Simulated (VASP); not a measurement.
Ge:

```
CELL_PARAMETERS angstrom
0.00000 2.82891 2.82891
2.82891 0.00000 2.82891
2.82891 2.82891 0.00000
ATOMIC_POSITIONS crystal
Ge 0.00000 0.00000 0.00000
Ge 0.25000 0.25000 0.25000
```

```yaml
Program: VASP 6.6.1
Task: relaxation of cell and atoms
Functional: PBE
Potentials_or_basis: VASP PAW PBE potentials, release 64 (Ge)
Cutoff: 520 eV
k_mesh: 10 × 10 × 10
Occupations: gaussian, width 0.02 eV
Spin: no spin polarisation
```

At the start: pressure 4.5 GPa; volume 22.64 Å³/atom.

Question: How do energy, volume and symmetry change on relaxing?

Answer: Over 3 steps the energy falls by 20.0 meV/atom and the volume is 24.16 Å³/atom (+6.7 %); space group Fd-3m (No. 227, to 0.05 Å).

Step by step:
```csv
step,energy change (eV),largest force (eV/Å),pressure (GPa),volume (Å³)
1,0.0000,0.0000,4.46,45.28
2,-0.0347,0.0000,-1.37,49.53
3,-0.0400,0.0000,0.01,48.32
```

Final structure:
```cif
data_structure
_symmetry_space_group_name_H-M 'P 1'
_symmetry_Int_Tables_number 1
_cell_length_a 4.0884
_cell_length_b 4.0884
_cell_length_c 4.0884
_cell_angle_alpha 60.000
_cell_angle_beta 60.000
_cell_angle_gamma 60.000
_cell_volume 48.32
loop_
_atom_site_label
_atom_site_type_symbol
_atom_site_fract_x
_atom_site_fract_y
_atom_site_fract_z
_atom_site_occupancy
Ge1 Ge 0.00000 0.00000 0.00000 1
Ge2 Ge 0.25000 0.25000 0.25000 1
```
